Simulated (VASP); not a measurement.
# GaGe₃: restarted molecular dynamics, 2 variants

GaGe₃, P6_3/mmc (no. 194), 8 atoms in the cell. PBE, molecular dynamics; PAW potentials Ge, Ga (PBE set).

| Restart from | Temperature at the end (K) | The same without a restart (K) | Potential energy at the end (eV/atom) | The same without a restart (eV/atom) | Electronic steps in the first step after the restart | Time (s) |
|---|---|---|---|---|---|---|
| CONTCAR with velocities, WAVECAR read | 1039.0 | 1039.0 | -3.77647 | -3.77647 | 4 | 336 |
| CONTCAR with velocities, no WAVECAR | 1039.0 | 1039.0 | -3.77647 | -3.77647 | 13 | 384 |

Limits: 180 fs of 8 atoms are too short for converged averages; the cell is only 5.0 Å across, so each atom moves in step with near copies of itself.

## Input of the first row

INCAR.step1:
```
SYSTEM = GaGe3
  GGA = PE
  PREC = Normal
  ENCUT = 200
  EDIFF = 1E-6
  NELMIN = 4
  NELM = 60
  ALGO = Fast
  LREAL = Auto
  LASPH = .True.
  ISMEAR = -1
  SIGMA = 0.069
  ISYM = 0
  LWAVE = .True.
  LCHARG = .False.
  IBRION = 0
  NSW = 30
  POTIM = 3.0
  TEBEG = 1600
  ISIF = 2
  RANDOM_SEED = 574329 0 0
  MDALGO = 1
  ANDERSEN_PROB = 0.0
  KPAR = 2
```

INCAR.step2, as INCAR.step1 but for:
```
- LWAVE = .True.
+ LWAVE = .False.
```

KPOINTS:
```
k-points
0
Gamma
  3 3 3
```

POSCAR.step1:
```
GaGe3
1.0
    5.9850359054      0.0000000000      0.0000000000
   -2.9925179527      5.1831931366      0.0000000000
    0.0000000000      0.0000000000      5.0349520000
Ge Ga
6 2
Direct
    0.1635615050      0.3271230100      0.2500000000
    0.1635615050      0.8364384950      0.2500000000
    0.6728769900      0.8364384950      0.2500000000
    0.8364384950      0.6728769900      0.7500000000
    0.8364384950      0.1635615050      0.7500000000
    0.3271230100      0.1635615050      0.7500000000
    0.3333333333      0.6666666667      0.7500000000
    0.6666666667      0.3333333333      0.2500000000
```

Commands (each step's output is kept before the next begins):
```
cat potpaw_PBE.64/Ge/POTCAR potpaw_PBE.64/Ga/POTCAR > POTCAR
cp INCAR.step1 INCAR
cp POSCAR.step1 POSCAR
mpirun -np 2 vasp_std > vasp.out
cp CONTCAR POSCAR
cp INCAR.step2 INCAR
mpirun -np 2 vasp_std > vasp.out
```

Changes of the last row against the first:
```
(step 1)
- LWAVE = True
+ LWAVE = False
```

VASP 6.6.1 took 336 s on 2 cores (AMD EPYC 7R43 (Zen 3)), a shared host.
